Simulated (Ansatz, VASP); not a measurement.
# Ga37O57 (partly crystallised Ga2O3): VASP beside Ansatz

One calculation is typed for both programs; each brings its own data sets. How far apart do they land? The structure shown is the start of the Ansatz relaxation below; VASP solves that cell, so the two are compared at the walk's first step.

Main program and level: Ansatz 0.2.0; plane waves, with VASP 6.6.1 beside it; single point at PBE.

## Step 1: Set-up

The cell holds 94 atoms: 37 Ga and 57 O. Its edges and angles: a = 10.264 Å, b = 10.264 Å, c = 10.264 Å, α = 90.0°, β = 90.0°, γ = 90.0°. It derives from Ga2O3 (partly crystallised Ga2O3). As first built, before any earlier steps moved the atoms (in the runner's words): 95 atoms (38 Fe, 57 O) placed at random at 4.7 g/cm^3, melted at 5000 K for 10 ps at fixed volume with the Morse and Coulomb pair potential with partial charges (Pedone, Malavasi, Menziani, Cormack and Segre, J. Phys. Chem. B 110, 11780 (2006)). Quenched from 5000 K to 300 K at 50 K/ps and fixed volume, held 5 ps, then minimised at fixed cell. Then Fe was replaced by Ga and the cell scaled by 1.003 (the potential has no terms for the new elements, so the cell is a start for a DFT relaxation). Nearest the centre at fractional (0.053, 0.748, 0.090): O75 at 1.95 Å, O89 at 1.97 Å, O51 at 1.99 Å, O55 at 2.02 Å, O69 at 2.08 Å, O74 at 2.16 Å, Ga6 at 2.89 Å, Ga27 at 2.97 Å.

## Step 2: Ansatz: relaxation, PBE

Ansatz runs on its default PAW (the set named soft_2) files.

The two programs are compared at the cell with which this relaxation starts, whose forces are those of its first step.

input.yaml reads:

```yaml
crystal:
  lattice:
    - [10.2635, 0.0, 0.0]
    - [0.0, 10.2635, 0.0]
    - [0.0, 0.0, 10.2635]
  atoms:
    - { symbol: Ga, position: [0.30384, 0.398, 0.86674] }
    - { symbol: Ga, position: [0.53386, 0.78969, 0.13427] }
    - { symbol: Ga, position: [0.92665, 0.97451, 0.80233] }
[... 1 atom line left out ...]
    - { symbol: Ga, position: [0.81419, 0.91766, 0.1205] }
    - { symbol: Ga, position: [0.06499, 0.47315, 0.02994] }
[... 2 atom lines left out ...]
    - { symbol: Ga, position: [0.12475, 0.55961, 0.36994] }
[... 3 atom lines left out ...]
    - { symbol: Ga, position: [0.27107, 0.83983, 0.317] }
[... 3 atom lines left out ...]
    - { symbol: Ga, position: [0.69811, 0.46076, 0.15878] }
    - { symbol: Ga, position: [0.14295, 0.02075, 0.03245] }
    - { symbol: Ga, position: [0.31378, 0.60377, 0.10798] }
[... 3 atom lines left out ...]
    - { symbol: Ga, position: [0.04982, 0.51279, 0.70453] }
    - { symbol: Ga, position: [0.89915, 0.20217, 0.0749] }
    - { symbol: Ga, position: [0.8424, 0.70304, 0.3532] }
[... 1 atom line left out ...]
    - { symbol: Ga, position: [0.88016, 0.70581, 0.86213] }
[... 1 atom line left out ...]
    - { symbol: Ga, position: [0.08286, 0.79475, 0.54942] }
[... 2 atom lines left out ...]
    - { symbol: Ga, position: [0.0435, 0.06026, 0.33753] }
[... 2 atom lines left out ...]
    - { symbol: Ga, position: [0.31257, 0.78651, 0.86947] }
[... 2 atom lines left out ...]
    - { symbol: O, position: [0.99216, 0.66527, 0.44931] }
    - { symbol: O, position: [0.63358, 0.75606, 0.29684] }
[... 4 atom lines left out ...]
    - { symbol: O, position: [0.79736, 0.84848, 0.47589] }
[... 3 atom lines left out ...]
    - { symbol: O, position: [0.12468, 0.91708, 0.40894] }
    - { symbol: O, position: [0.23448, 0.69381, 0.4546] }
[... 1 atom line left out ...]
    - { symbol: O, position: [0.97197, 0.85401, 0.94916], spin: 0.6 }
    - { symbol: O, position: [0.99287, 0.06381, 0.15506] }
[... 2 atom lines left out ...]
    - { symbol: O, position: [0.12804, 0.59331, 0.18518], spin: 0.6 }
    - { symbol: O, position: [0.2734, 0.41108, 0.32468] }
    - { symbol: O, position: [0.69747, 0.00588, 0.25011] }
    - { symbol: O, position: [0.78551, 0.0436, 0.98747] }
[... 1 atom line left out ...]
    - { symbol: O, position: [0.47899, 0.64415, 0.03244] }
[... 1 atom line left out ...]
    - { symbol: O, position: [0.69801, 0.79731, 0.03116] }
[... 3 atom lines left out ...]
    - { symbol: O, position: [0.99313, 0.67976, 0.71499] }
[... 1 atom line left out ...]
    - { symbol: O, position: [0.27158, 0.97078, 0.88319] }
    - { symbol: O, position: [0.9434, 0.60354, 0.00081], spin: 0.6 }
    - { symbol: O, position: [0.05386, 0.10317, 0.87456] }
    - { symbol: O, position: [0.8302, 0.52208, 0.26889] }
    - { symbol: O, position: [0.3818, 0.71862, 0.23583] }
    - { symbol: O, position: [0.04496, 0.32179, 0.12866] }
    - { symbol: O, position: [0.212, 0.68241, 0.97004], spin: 0.6 }
    - { symbol: O, position: [0.17914, 0.87842, 0.14592], spin: 0.6 }
    - { symbol: O, position: [0.29771, 0.76827, 0.68559] }
[... 1 atom line left out ...]
    - { symbol: O, position: [0.06238, 0.93029, 0.67403] }
    - { symbol: O, position: [0.77995, 0.85327, 0.77559] }
[... 1 atom line left out ...]
    - { symbol: O, position: [0.03692, 0.39953, 0.41237] }
[... 6 atom lines left out ...]
    - { symbol: O, position: [0.11638, 0.41924, 0.85476] }
    - { symbol: O, position: [0.91515, 0.79988, 0.213], spin: 0.6 }
[... 2 atom lines left out ...]
    - { symbol: O, position: [0.28596, 0.42554, 0.05213] }
[... 1 atom line left out ...]
    - { symbol: O, position: [0.27064, 0.1475, 0.07826] }
magnetization:
  spin_polarized: true
kpoints:
  mp_grid: { grid: [1, 1, 1] }
hamiltonian:
  xc: pbe
scf:
  occupations: { method: fermi_dirac, width: 0.025 }
  lower_state_search: "off"
output:
  forces: true
  eigenvalues: true
relax:
  f_tol: 0.05
  max_steps: 90
```

The run is started by

```
ansatz run input.yaml --threads 4 --pin off --max-ram 8192MiB --backend cpu --events-out ev --progress --plain --runs-dir out
```

Numbers of over 12 decimals in the logs are rounded to 6 here.

Log:

```text
Engine: ansatz 0.2.0, aarch64-unknown-linux-gnu
Pseudopotentials: kind: paw
Pseudopotential: Ga, paw, valence charge 13, recommended cutoff 420 eV (normal), Ga.paw.azcp
Pseudopotential: O, paw, valence charge 6, recommended cutoff 420 eV (normal), O.paw.azcp
Functional definition: PBE
  parameter kappa = 0.804
  parameter beta = 0.066725
  exchange = pbe_x(kappa = kappa, mu = beta*pi^2/3)
  correlation = pbe_c(beta = beta)
Crystal: 94 atoms, lattice volume = 1081.151 Å³
Basis set: ecut = 420 eV, 21247 PW (Γ), exchange–correlation on 144×144×144 points (8 copies of the dense FFT grid, shifted against one another)
Bands: 508, of which v1, the nominal top of the filled ones, is band 412 counted from 1 (411 counted from 0)
Symmetry: 1 space group operations
Space group: P1 (ITA 1), of the structure as read, at distance tolerance 1.0e-4 Å
Magnetic group: BNS 1.1 (UNI 1), of the structure as read, at distance tolerance 1.0e-4 Å
k-points: 1
Non-local potential: Ga, projectors of the file, l = 0: 2, l = 1: 2, l = 2: 3, l = 3: 1
Non-local potential: O, projectors of the file, l = 0: 2, l = 1: 2, l = 2: 1
PAW form: soft (Blöchl's): semilocal exchange-correlation on the pseudo side does not see the compensation charge
PAW one-centre angular grid: Ga, 590 points (default); XC on 64 Gauss nodes
PAW one-centre angular grid: O, 110 points (default); XC on 64 Gauss nodes
Initial density: superposition of atomic densities (chi_scale 0.1, normalization cell, long waves kept (reshape's long-wave potential 0.46 eV rms))
Starting moments: Σ|m| = 3.6 μB on 6 of 94 sites
Initial wavefunctions: pseudopotential atomic-orbital guess
Functional: x = pbe(κ = 0.804, μ = 0.219515), c = pbe(β = 0.066725)
SCF iter   1: F=—  HF=-172349.070433 eV  |F-HF|=—  |Δ(HF+E_count)|=         —  Δρ=5.62e-2 (↑5.28e-2 ↓5.62e-2)  dr2=7.29e1  dr2_m=1.36e0  M=3.000 μB ∫|m|=3.533 μB  β_m=0.30  ethr=3.10e-3  ⟨swp⟩=6.5  Hψ=3306  notcnv=0  defer=100
preconditioner: auto → Resta (q_TF=auto, 2.607 Å⁻¹)  ε∞=4.2  [insulator: Δε(μ)=0.136 eV  Ē_g=18.048 eV  σ=0.025 eV  W_gap=0.88  n_scr=340 (ndim 8)  ℏωp=32.4 eV  f_vac=0.012  D(μ)=4.74/eV (n_scr^D=18)  ε∞_Penn≈4.2]
spin=Collinear: Resta preconditioning applied to the charge; magnetization (m = ρ↑ − ρ↓) channel mixes plain (no charge-response kernel on spin).
SCF iter   2: F=—  HF=-172336.213059 eV  |F-HF|=—  |Δ(HF+E_count)|=    1.29e1  Δρ=4.05e-2 (↑3.43e-2 ↓4.05e-2)  dr2=3.50e1  dr2_m=1.03e0  M=3.000 μB ∫|m|=3.373 μB  β_m=0.30  ethr=3.10e-3  ⟨swp⟩=2.5  Hψ=1953  notcnv=0  defer=176
SCF iter   3: F=—  HF=-172331.586475 eV  |F-HF|=—  |Δ(HF+E_count)|=    4.63e0  Δρ=3.49e-2 (↑2.37e-2 ↓3.49e-2)  dr2=2.55e1  dr2_m=1.51e0  M=2.998 μB ∫|m|=3.440 μB  β_m=0.30  ethr=3.10e-3  ⟨swp⟩=2.5  Hψ=1899  notcnv=0  defer=176
SCF iter   4: F=—  HF=-172327.275163 eV  |F-HF|=—  |Δ(HF+E_count)|=    4.31e0  Δρ=1.83e-2 (↑8.99e-3 ↓1.83e-2)  dr2=6.42e0  dr2_m=5.48e-1  M=3.000 μB ∫|m|=3.306 μB  β_m=0.30  ethr=3.10e-3  ⟨swp⟩=3.0  Hψ=1611  notcnv=0  defer=176
SCF iter   5: F=—  HF=-172326.735142 eV  |F-HF|=—  |Δ(HF+E_count)|=   5.40e-1  Δρ=1.24e-2 (↑6.11e-3 ↓1.24e-2)  dr2=2.31e0  dr2_m=3.32e-1  M=3.000 μB ∫|m|=3.313 μB  β_m=0.30  ethr=7.81e-4  ⟨swp⟩=2.0  Hψ=1206  notcnv=0  defer=176
SCF iter   6: F=—  HF=-172326.574439 eV  |F-HF|=—  |Δ(HF+E_count)|=   1.61e-1  Δρ=7.42e-3 (↑3.34e-3 ↓7.42e-3)  dr2=8.42e-1  dr2_m=1.36e-1  M=3.000 μB ∫|m|=3.303 μB  β_m=0.30  ethr=2.80e-4  ⟨swp⟩=2.5  Hψ=1595  notcnv=0  defer=176
SCF iter   7: F=—  HF=-172326.630166 eV  |F-HF|=—  |Δ(HF+E_count)|=   5.57e-2  Δρ=6.21e-3 (↑2.57e-3 ↓6.21e-3)  dr2=5.55e-1  dr2_m=9.69e-2  M=3.000 μB ∫|m|=3.307 μB  β_m=0.30  ethr=1.02e-4  ⟨swp⟩=2.0  Hψ=1571  notcnv=0  defer=176
Mixer restart at iter 7: flushing history
spin-set hold released at iteration 7 (site moments contracting): the magnetisation degrees of freedom join the quasi-Newton model from the next iteration; the mixer history was flushed
SCF iter   8: F=—  HF=-172326.730357 eV  |F-HF|=—  |Δ(HF+E_count)|=   1.00e-1  Δρ=8.65e-3 (↑2.26e-3 ↓8.65e-3)  dr2=1.39e0  dr2_m=1.55e-1  M=3.000 μB ∫|m|=3.309 μB  β_m=0.24  ethr=6.75e-5  ⟨swp⟩=2.5  Hψ=1579  notcnv=0  defer=176
SCF iter   9: F=—  HF=-172326.695420 eV  |F-HF|=—  |Δ(HF+E_count)|=   3.49e-2  Δρ=4.41e-3 (↑1.81e-3 ↓4.41e-3)  dr2=2.69e-1  dr2_m=4.91e-2  M=3.000 μB ∫|m|=3.306 μB  β_m=0.07  ethr=6.75e-5  ⟨swp⟩=2.0  Hψ=1571  notcnv=0  defer=176
SCF iter  10: F=—  HF=-172326.706106 eV  |F-HF|=—  |Δ(HF+E_count)|=   1.07e-2  Δρ=2.80e-3 (↑1.62e-3 ↓2.80e-3)  dr2=9.85e-2  dr2_m=2.16e-2  M=3.000 μB ∫|m|=3.304 μB  β_m=0.08  ethr=3.27e-5  ⟨swp⟩=1.0  Hψ=840  notcnv=0  defer=176
SCF iter  11: F=—  HF=-172326.743648 eV  |F-HF|=—  |Δ(HF+E_count)|=   3.75e-2  Δρ=1.72e-3 (↑1.10e-3 ↓1.72e-3)  dr2=4.12e-2  dr2_m=8.24e-3  M=3.000 μB ∫|m|=3.305 μB  β_m=0.17  ethr=1.20e-5  ⟨swp⟩=1.5  Hψ=848  notcnv=0  defer=176
[...]
--- Relaxed structure (21 steps of the walk, 18 accepted, 0 SCFs on fresh bases) ---
  F+E_penalty+E_count = -172328.46271102 eV   max|allowed force component| = 3.133e-2 eV/Å
  atoms:
    - { symbol: Ga, position: [0.306101, 0.395355, 0.888768] }
    - { symbol: Ga, position: [0.540400, 0.788225, 0.136178] }
    - { symbol: Ga, position: [0.908428, 0.982733, 0.795671] }
    - { symbol: Ga, position: [0.962275, 0.245922, 0.762870] }
    - { symbol: Ga, position: [0.825488, 0.927718, 0.102429] }
    - { symbol: Ga, position: [0.053373, 0.506763, 0.053087] }
    - { symbol: Ga, position: [0.451072, 0.381681, 0.393693] }
    - { symbol: Ga, position: [0.868493, 0.364975, 0.360697] }
    - { symbol: Ga, position: [0.126784, 0.564872, 0.373343] }
    - { symbol: Ga, position: [0.732639, 0.447208, 0.635074] }
    - { symbol: Ga, position: [0.180318, 0.056103, 0.712766] }
    - { symbol: Ga, position: [0.175032, 0.316872, 0.499759] }
    - { symbol: Ga, position: [0.272118, 0.836465, 0.319199] }
    - { symbol: Ga, position: [0.336359, 0.598174, 0.632065] }
    - { symbol: Ga, position: [0.482035, 0.193270, 0.690357] }
    - { symbol: Ga, position: [0.376744, 0.107806, 0.422262] }
    - { symbol: Ga, position: [0.689481, 0.467892, 0.159458] }
    - { symbol: Ga, position: [0.123611, 0.00098824, 0.013960] }
    - { symbol: Ga, position: [0.322793, 0.600556, 0.119155] }
    - { symbol: Ga, position: [0.671976, 0.286405, 0.910904] }
    - { symbol: Ga, position: [0.232032, 0.292233, 0.192412] }
    - { symbol: Ga, position: [0.775310, 0.150551, 0.525012] }
    - { symbol: Ga, position: [0.058268, 0.508763, 0.723385] }
    - { symbol: Ga, position: [0.914157, 0.228459, 0.088775] }
[...]
- { symbol: Ga, position: [0.630871, 0.915220, 0.893076] }
    - { symbol: Ga, position: [0.444035, 0.892411, 0.654085] }
    - { symbol: Ga, position: [0.042116, 0.066656, 0.334479] }
    - { symbol: Ga, position: [0.639901, 0.921484, 0.398294] }
    - { symbol: Ga, position: [0.393901, 0.098636, 0.970766] }
    - { symbol: Ga, position: [0.348359, 0.807913, 0.890009] }
    - { symbol: Ga, position: [0.555576, 0.635917, 0.404132] }
    - { symbol: Ga, position: [0.611343, 0.162789, 0.195339] }
    - { symbol: O, position: [0.989208, 0.666946, 0.447006] }
    - { symbol: O, position: [0.638494, 0.757194, 0.294248] }
    - { symbol: O, position: [0.555346, 0.802161, 0.542838] }
    - { symbol: O, position: [0.855126, 0.275992, 0.926462] }
    - { symbol: O, position: [0.558154, 0.485971, 0.285284] }
    - { symbol: O, position: [0.648292, 0.452387, 0.984852] }
    - { symbol: O, position: [0.799402, 0.852569, 0.476840] }
    - { symbol: O, position: [0.845214, 0.122822, 0.688319] }
    - { symbol: O, position: [0.531584, 0.024693, 0.762717] }
    - { symbol: O, position: [0.415193, 0.948834, 0.351150] }
    - { symbol: O, position: [0.110751, 0.911560, 0.388527] }
    - { symbol: O, position: [0.231530, 0.702328, 0.462338] }
    - { symbol: O, position: [0.330088, 0.030039, 0.600559] }
    - { symbol: O, position: [0.978758, 0.881428, 0.952118] }
    - { symbol: O, position: [0.979381, 0.064380, 0.146964] }
    - { symbol: O, position: [0.466779, 0.221165, 0.289018] }
    - { symbol: O, position: [0.760961, 0.285382, 0.191733] }
    - { symbol: O, position: [0.144471, 0.587434, 0.191345] }
    - { symbol: O, position: [0.272339, 0.408491, 0.346349] }
    - { symbol: O, position: [0.691658, 0.0057542, 0.228526] }
    - { symbol: O, position: [0.771957, 0.028043, 0.943281] }
    - { symbol: O, position: [0.726798, 0.601931, 0.495614] }
    - { symbol: O, position: [0.491918, 0.638725, 0.039724] }
    - { symbol: O, position: [0.459784, 0.531698, 0.515595] }
[...]
- { symbol: O, position: [0.401357, 0.261838, 0.534881] }
    - { symbol: O, position: [0.126471, 0.441464, 0.883587] }
    - { symbol: O, position: [0.903381, 0.799453, 0.211698] }
    - { symbol: O, position: [0.615737, 0.077187, 0.491556] }
    - { symbol: O, position: [0.689210, 0.589530, 0.740912] }
    - { symbol: O, position: [0.317874, 0.416049, 0.072435] }
    - { symbol: O, position: [0.739430, 0.332757, 0.490637] }
    - { symbol: O, position: [0.250647, 0.140944, 0.081527] }
```

In the SCF lines HF is the Harris–Foulkes energy and dr2 the Hartree energy of the density residual, in eV; the loop may stop once dr2 is under the threshold and the program's other checks hold. Hψ counts applications of the Hamiltonian.

[end of part 1 of 2]

[Lines on the potential files, build, host, timing and source positions are cut from VASP's logs without a mark.]

[Logs are printed without paths, hosts, clocks, repeated set-up lines and the standing remarks that a program may print on its own settings, such as how far it seeks lower states.]

[Hosts, paths, dates, database ids (printed as entryN), source tags and the programs' standing remarks are cut or masked in the printed files.]
